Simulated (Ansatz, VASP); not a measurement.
## Two plane-wave programs on LiOs

```
CELL_PARAMETERS angstrom
2.96680 0.00000 0.00000
0.00000 2.96680 0.00000
0.00000 0.00000 2.96680
ATOMIC_POSITIONS crystal
Li 0.00000 0.00000 0.00000
Os 0.50000 0.50000 0.50000
```

Alike in both runs: task relaxation of cell and atoms; functional r2SCAN; k mesh 6 × 6 × 6; occupations gaussian, width 0.1 eV; no spin polarisation.

|  | VASP | Ansatz |
| --- | --- | --- |
| version | VASP 6.6.1 | Ansatz 0.2.0 |
| potentials or method | VASP PAW PBE potentials, release 64 (Li_sv, Os) | scalar-relativistic, plane waves, PAW |
| plane-wave cutoff (eV) | 600 | 500 |
| valence electrons in the cell | 11 | 19 |

Ansatz gave:

```
gap on the k mesh at the Fermi level, each at its own relaxed structure (eV) : none
relaxed volume (Å³/atom)                                                     : 11.83
relaxed cell length with the largest relative difference (Å)                 : 2.870
energy change over the relaxation (meV/atom)                                 : -55
```

Problem. What did VASP give for the same quantities?

Solution. gap on the k mesh at the Fermi level, each at its own relaxed structure (eV): none; relaxed volume (Å³/atom): 11.88; relaxed cell length with the largest relative difference (Å): 2.874; energy change over the relaxation (meV/atom): -54.

A gap of «none» marks a metal or a gap that the smearing closes. The two sets of potentials don't hold the same shells in valence.

Caveats: the cutoff is under 1.25 times the usual one of these potentials, so pressure, stress and relaxed cells hold a basis-set (Pulay) error (VASP); the PAW data sets were made with another functional, which shifts forces and pressure a little (VASP). Spin-orbit coupling is left out, which matters for the levels of Os.
